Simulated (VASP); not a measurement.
# CuI (Marshite): excitons from the Bethe-Salpeter equation

What does the electron-hole attraction do to the spectrum of CuI (Marshite)? The cell is of the zinc-blende type, one of the forms listed for this formula. The start is a cell from a database of measured crystal structures.

Program: VASP 6.6.1. Level of theory: LDA, spin-orbit coupling; plane waves and PAW (I_GW, Cu_GW), in the first sound run; inputs show where later runs differ. Results are calculated unless marked as measured.

This is a report of a sequence of runs, with most program output left out.

The database entry behind the starting cell differs from later determinations by our own check (about 0.15 % long (mineral sample)), so it need not match the best structure at ambient conditions.

### Step 1. Set-up

It takes space group F-43m (No. 216, cubic). The conventional cell has a = 6.063 Å, b = 6.063 Å, c = 6.063 Å, α = 90.00°, β = 90.00°, γ = 90.00°. Nearest to I lie 4 Cu at 2.63 Å. Nearest to Cu lie 4 I at 2.63 Å. Farther neighbours and most contacts between anions are not listed.

As a file:

```cif
data_structure
_symmetry_space_group_name_H-M 'P 1'
_symmetry_Int_Tables_number 1
_cell_length_a 4.2872
_cell_length_b 4.2872
_cell_length_c 4.2872
_cell_angle_alpha 60.000
_cell_angle_beta 60.000
_cell_angle_gamma 60.000
_cell_volume 55.72
loop_
_atom_site_label
_atom_site_type_symbol
_atom_site_fract_x
_atom_site_fract_y
_atom_site_fract_z
_atom_site_occupancy
I1 I 0.00000 0.00000 0.00000 1
Cu2 Cu 0.75000 0.75000 0.75000 1
```

### Step 2. Ground state

The orbitals come from a self-consistent LDA run with a tight EDIFF and a narrow smearing. KPOINTS_OPT adds the bands along a path, which shows whether the mesh holds the band edges.

INCAR reads:

```
SYSTEM = CuI
PREC = Accurate
ENCUT = 440
EDIFF = 1E-08
NELM = 100
ISMEAR = 0
SIGMA = 0.01
LREAL = .FALSE.
ALGO = Normal
GGA = CA
LNONCOLLINEAR = .TRUE.
MAGMOM = 0 0 0 0 0 0
NBANDS = 30
GGA_COMPAT = .FALSE.
LASPH = .TRUE.
LSORBIT = .TRUE.
LMAXMIX = 4
LORBIT = 11
LWAVE = .TRUE.
LCHARG = .FALSE.
KPAR = 8
```

POSCAR reads:

```
CuI
1.0
    0.0000000000      3.0315000000      3.0315000000
    3.0315000000      0.0000000000      3.0315000000
    3.0315000000      3.0315000000      0.0000000000
I Cu
1 1
Direct
    0.0000000000      0.0000000000      0.0000000000
    0.7500000000      0.7500000000      0.7500000000
```

KPOINTS reads:

```
Automatic mesh
0
Gamma
6 6 6
0 0 0
```

KPOINTS_OPT reads:

```
Line mode
12
Line-mode
Reciprocal
  0.00000000   0.00000000   0.00000000 GAMMA
  0.50000000   0.00000000   0.50000000 X

  0.50000000   0.00000000   0.50000000 X
  0.50000000   0.25000000   0.75000000 W

  0.50000000   0.25000000   0.75000000 W
  0.37500000   0.37500000   0.75000000 K

  0.37500000   0.37500000   0.75000000 K
  0.00000000   0.00000000   0.00000000 GAMMA

  0.00000000   0.00000000   0.00000000 GAMMA
  0.50000000   0.50000000   0.50000000 L

  0.50000000   0.50000000   0.50000000 L
  0.62500000   0.25000000   0.62500000 U

  0.62500000   0.25000000   0.62500000 U
  0.50000000   0.25000000   0.75000000 W

  0.50000000   0.25000000   0.75000000 W
  0.50000000   0.50000000   0.50000000 L

  0.50000000   0.50000000   0.50000000 L
  0.37500000   0.37500000   0.75000000 K

  0.62500000   0.25000000   0.62500000 U
  0.50000000   0.00000000   0.50000000 X
```

The projector-augmented-wave data sets are I_GW and Cu_GW (LDA family, release 64).

On the command line:

```bash
$ mpirun -np 8 vasp_ncl
```

The job ended after 1.9 min (8 MPI ranks of AMD EPYC 7R43, shared host; peak memory 2.2 GiB; 15 min of CPU time).

Numbers from this step:

```yaml
free_energy_toten: -7.104 eV
fermi_energy: 3.973 eV
pressure: -4.643 GPa
least_gap_on_mesh_and_path: 0.7933 eV
least_direct_gap_on_mesh_and_path: 0.7933 eV
```

The spin moment in the PAW sphere vanishes on all atoms.

On-site spin-orbit energy by atom:

| atom | on-site spin-orbit energy (eV) |
| --- | --- |
| I1 | -0.332 |
| Cu2 | -0.012 |

The highest empty bands on the path are converged less tightly, to about 0.1 eV. The electronic bands at the labelled points (eV, zero at the valence-band top; v1 is the highest filled band, c1 the lowest empty one):

| point | v4 | v3 | v2 | v1 | c1 | c2 | c3 | c4 |
| --- | --- | --- | --- | --- | --- | --- | --- | --- |
| Γ | 0.00 | 0.00 | 0.00 | 0.00 | 0.79 | 0.79 | 4.64 | 4.64 |
| 0.55 of the way | -1.24 | -1.24 | -1.09 | -1.09 | 2.93 | 2.93 | 3.10 | 3.10 |
| X | -1.76 | -1.76 | -1.62 | -1.62 | 2.44 | 2.44 | 2.67 | 2.67 |
| 0.45 of the way | -1.81 | -1.76 | -1.58 | -1.51 | 2.98 | 3.03 | 3.14 | 3.26 |
| W | -1.82 | -1.81 | -1.50 | -1.42 | 4.02 | 4.41 | 4.48 | 4.50 |
| 0.45 of the way | -1.85 | -1.74 | -1.49 | -1.41 | 3.43 | 3.57 | 4.31 | 4.54 |
| K | -1.83 | -1.66 | -1.47 | -1.40 | 2.84 | 2.85 | 4.28 | 4.50 |
| 0.55 of the way | -1.19 | -1.11 | -0.51 | -0.46 | 2.62 | 2.77 | 4.55 | 4.63 |
| Γ | 0.00 | 0.00 | 0.00 | 0.00 | 0.79 | 0.79 | 4.64 | 4.64 |
| 0.45 of the way | -0.61 | -0.61 | -0.40 | -0.34 | 1.96 | 1.96 | 4.99 | 4.99 |
| L | -0.96 | -0.96 | -0.81 | -0.81 | 1.88 | 1.88 | 5.22 | 5.22 |
| 0.45 of the way | -1.38 | -1.35 | -1.10 | -1.06 | 2.74 | 2.85 | 4.63 | 4.67 |
| U | -1.83 | -1.66 | -1.47 | -1.40 | 2.84 | 2.85 | 4.28 | 4.50 |
| 0.45 of the way | -1.86 | -1.72 | -1.49 | -1.41 | 3.26 | 3.37 | 4.30 | 4.53 |
| W | -1.82 | -1.81 | -1.50 | -1.42 | 4.02 | 4.41 | 4.48 | 4.50 |
| 0.45 of the way | -1.60 | -1.54 | -1.27 | -1.21 | 3.29 | 3.48 | 4.41 | 4.41 |
| L | -0.96 | -0.96 | -0.81 | -0.81 | 1.88 | 1.88 | 5.22 | 5.22 |
| 0.45 of the way | -1.38 | -1.35 | -1.10 | -1.06 | 2.74 | 2.85 | 4.63 | 4.67 |
| K | -1.83 | -1.66 | -1.47 | -1.40 | 2.84 | 2.85 | 4.28 | 4.50 |
| jump to U | -1.83 | -1.66 | -1.47 | -1.40 | 2.84 | 2.85 | 4.28 | 4.50 |
| 0.45 of the way | -1.84 | -1.67 | -1.60 | -1.55 | 2.62 | 2.63 | 3.19 | 3.31 |
| X | -1.76 | -1.76 | -1.62 | -1.62 | 2.44 | 2.44 | 2.67 | 2.67 |

Of the projections kept (I, Cu), the largest for each band there; the rest of the weight can lie on other orbitals:

| point | v4 | v3 | v2 | v1 | c1 | c2 | c3 | c4 |
| --- | --- | --- | --- | --- | --- | --- | --- | --- |
| Γ | Cu 0.58 | Cu 0.58 | Cu 0.58 | Cu 0.58 | Cu 0.52 | Cu 0.52 | Cu 0.63 | Cu 0.63 |
| X | Cu 0.94 | Cu 0.94 | Cu 0.91 | Cu 0.91 | Cu 0.63 | Cu 0.63 | Cu 0.66 | Cu 0.66 |
| W | Cu 0.98 | Cu 0.99 | Cu 0.92 | Cu 0.94 | I 0.52 | I 0.65 | I 0.54 | I 0.63 |
| K | Cu 0.94 | Cu 0.97 | Cu 0.87 | Cu 0.88 | Cu 0.63 | Cu 0.63 | I 0.57 | I 0.59 |
| Γ | Cu 0.58 | Cu 0.58 | Cu 0.58 | Cu 0.58 | Cu 0.52 | Cu 0.52 | Cu 0.63 | Cu 0.63 |
| L | Cu 0.77 | Cu 0.77 | Cu 0.67 | Cu 0.67 | Cu 0.62 | Cu 0.62 | Cu 0.57 | Cu 0.57 |

The cell has a gap of 0.793 eV on mesh and path and a pressure of -4.6 GPa, which holds the misfit of the given cell and coordinates with this functional, and any error of cutoff, mesh and data sets.

### Step 3. Empty bands

The next step needs empty bands that the ground-state run didn't converge, so the Hamiltonian is diagonalised exactly for NBANDS bands, in a single step. LOPTICS writes the k-derivatives of the orbitals (WAVEDER), which give the long-wavelength limit of the screening.

INCAR reads:

```
SYSTEM = CuI
PREC = Accurate
ENCUT = 440
ISMEAR = 0
SIGMA = 0.01
LREAL = .FALSE.
GGA = CA
LNONCOLLINEAR = .TRUE.
MAGMOM = 0 0 0 0 0 0
NBANDS = 256
GGA_COMPAT = .FALSE.
LASPH = .TRUE.
LSORBIT = .TRUE.
LMAXMIX = 4
ALGO = Exact
NELM = 1
LWAVE = .TRUE.
LCHARG = .FALSE.
LOPTICS = .TRUE.
NEDOS = 1000
CSHIFT = 0.1
```

POSCAR is that of step 2.

KPOINTS is that of step 2.

On the command line:

```bash
$ mpirun -np 8 vasp_ncl
```

Run time: 4.2 min. Hardware: 8 MPI ranks; peak memory 3.8 GiB.

The gap is read on the k-mesh alone, so it is an upper bound where the band edges lie off the mesh.

This step gave:

- gap on the k-mesh: 0.7933 eV
- least direct gap on the k-mesh: 0.7933 eV

WAVECAR now holds 256 bands for 18 electrons. Its independent-particle dielectric tensor has xx, yy, zz = 9.1, 9.1, 9.1 on this mesh, which isn't tested for convergence in mesh or bands and lacks local fields.

### Step 4. G0W0

This step: G0W0 on LDA, spin-orbit coupling; plane waves and PAW (I_GW, Cu_GW) (VASP 6.6.1).

G0W0 keeps orbitals and screening fixed and shifts each of the lowest NBANDSGW levels once. LWAVE keeps the quasiparticle levels in WAVECAR, and the W files hold the screened interaction for the next step.

Changes to INCAR since step 3:

```diff
@@ -14,8 +14,9 @@
 LMAXMIX = 4
-ALGO = Exact
-NELM = 1
+ALGO = EVGW0
+NELMGW = 1
+ENCUTGW = 100
+NOMEGA = 48
+PRECFOCK = Fast
+NBANDSGW = 40
 LWAVE = .TRUE.
 LCHARG = .FALSE.
-LOPTICS = .TRUE.
-NEDOS = 1000
-CSHIFT = 0.1
```

POSCAR is that of step 3.

KPOINTS is that of step 3.

On the command line:

```bash
$ mpirun -np 8 vasp_ncl
```

Wall time 47 min (8 MPI ranks); peak memory 4.8 GiB.

Numbers from this step:

```yaml
quasiparticle_gap_on_the_mesh: 2.080 eV
smallest_direct_quasiparticle_gap_on_the_mesh: 2.080 eV
gap_of_the_starting_orbitals_on_the_mesh: 0.7933 eV
```

GW takes the gap from 0.793 to 2.080 eV. The value holds for 256 bands, ENCUTGW = 100 eV and this mesh, and isn't shown to be converged in them.

### Step 5. BSE, Tamm-Dancoff

This step: BSE on G0W0 on LDA; plane waves and PAW (I_GW, Cu_GW) (VASP 6.6.1).

The Bethe-Salpeter equation adds the screened attraction of electron and hole to the quasiparticle pairs; ANTIRES = 0 leaves out the coupling to antiresonant pairs.

INCAR reads:

```
SYSTEM = CuI
PREC = Accurate
ENCUT = 440
ISMEAR = 0
SIGMA = 0.01
LREAL = .FALSE.
GGA = CA
LNONCOLLINEAR = .TRUE.
MAGMOM = 0 0 0 0 0 0
NBANDS = 256
GGA_COMPAT = .FALSE.
LASPH = .TRUE.
LSORBIT = .TRUE.
LMAXMIX = 4
ALGO = BSE
NBANDSO = 10
NBANDSV = 8
OMEGAMAX = 25
NEDOS = 1000
CSHIFT = 0.1
PRECFOCK = Fast
LWAVE = .FALSE.
LCHARG = .FALSE.
ENCUTGW = 100
ANTIRES = 0
```

POSCAR is that of step 4.

KPOINTS is that of step 4.

On the command line:

```bash
$ mpirun -np 8 vasp_ncl
```

Elapsed: 32 min, on 8 MPI ranks; peak memory 16 GiB.

Numbers from this step:

- lowest excitation: 1.848 eV

The imaginary dielectric function, xx has structure finer than the step of the table below, so its rows give means over 1 eV, whole bins alone (the curve runs from 0 to 25 eV). Peaks (eV: height): 1.9: 8.21, 2.9: 7.46, 3.6: 7.45, 4.8: 10.4, 5.8: 6.75, 6.4: 5.50.

From 10 filled and 8 empty bands alone, without any pair above OMEGAMAX = 25 eV, so strength is missing wherever others contribute; lines are broadened by CSHIFT, which also makes the tail under the first line. Table of imaginary dielectric function, xx by photon energy; means over each step:

| photon energy (eV) | imaginary dielectric function, xx |
| --- | --- |
| 1 | 0.223 |
| 2 | 2.81 |
| 3 | 4.06 |
| 4 | 5.14 |
| 5 | 7.03 |
| 6 | 4.92 |
| 7 | 2.97 |
| 8 | 1.36 |
| 9 | 0.584 |
| 10 | 0.325 |
| 11 | 0.102 |
| 12 | 0.0287 |
| 13 | 0.0160 |
| 14 | 0.0107 |
| 15 | 0.00800 |
| 16 | 0.00622 |
| 17 | 0.00496 |
| 18 | 0.00405 |
| 19 | 0.00334 |
| 20 | 0.00280 |
| 21 | 0.00236 |
| 22 | 0.00203 |
| 23 | 0.00175 |
| 24 | 0.00152 |

Some of the lowest 40 states alone, with states under 2.5 meV apart joined, scaled to the strongest line shown. Lines of the exciton spectrum (strongest = 100):

| position (eV) | lines merged | oscillator strength |
| --- | --- | --- |
| 1.848 | 5 | 0.0 |
| 1.851 | 3 | 100 |
| 2.321 | 4 | 13 |
| 2.939 | 5 | 0.0 |
| 2.949 | 3 | 75 |
| 3.010 | 6 | 0.4 |
| 3.014 | 2 | 0.0 |
| 3.033 | 8 | 10 |

The lowest excitation lies at 1.848 eV, -232 meV against the direct gap of these orbitals, a distance that this coarse mesh makes far too large. It is dark; the first state with over 2 % of the strongest strength among the lowest 40 lies at 1.851 eV. Peak heights aren't converged with the mesh, least of all at the onset.

### Step 6. BSE, full coupling

This step: BSE on G0W0 on LDA, BSE, full coupling; plane waves and PAW (I_GW, Cu_GW) (VASP 6.6.1).

ANTIRES = 2 tests the Tamm-Dancoff approximation.

Changes to INCAR since step 5:

```diff
@@ -24,2 +24,2 @@
 ENCUTGW = 100
-ANTIRES = 0
+ANTIRES = 2
```

POSCAR is that of step 5.

KPOINTS is that of step 5.

On the command line:

```bash
$ mpirun -np 8 vasp_ncl
```

Elapsed: 21 min, on 8 MPI ranks.

The run was cut off at its time limit.

More ranks or a longer limit would be the way on.

### Step 7. What came out

| Quantity | Value |
| --- | --- |
| BSE, Tamm-Dancoff | lowest vertical excitation 1.848 eV; direct gap 2.080 eV |

In words: The Bethe-Salpeter equation puts the lowest vertical excitation at 1.848 eV, 0.23 eV below the direct gap of 2.080 eV; the states within 10 meV of it carry 100 % of the strength of the strongest such group among the lowest 40 states. The binding energy was not obtained: in a well-screened crystal the exciton spreads over many cells, and on this mesh its distance from the gap is set by the mesh and is far too large. On such a mesh the heights of single peaks aren't converged either. Bands, response cutoff and mesh of the GW step weren't tested in this session. Only the bands set by NBANDSO and NBANDSV form pairs, and any pair above OMEGAMAX = 25 eV is dropped, so the spectrum is that of this window; the window can cut degenerate bands. The given cell is kept, although it stands at -4.6 GPa at LDA and ENCUT = 440 eV, which holds the mismatch of the given cell with this functional and any basis-set error. Not tabulated here, as repeats of values shown or as unfit to read for their mesh, reference level or band range: eps2 curves (empty bands); eps1 curves and static values (BSE, empty bands); exciton binding energies (BSE).

[Lines on the potential files, build, host, timing and source positions are cut from VASP's logs without a mark.]

[Logs are printed without paths, hosts, clocks, repeated set-up lines and the standing remarks that a program may print on its own settings, such as how far it seeks lower states.]

[Hosts, paths, dates, database ids (printed as entryN), source tags and the programs' standing remarks are cut or masked in the printed files.]

[Pressures printed for these runs are not shown converged in the cutoff: they can be off by several GPa and have the wrong sign.]
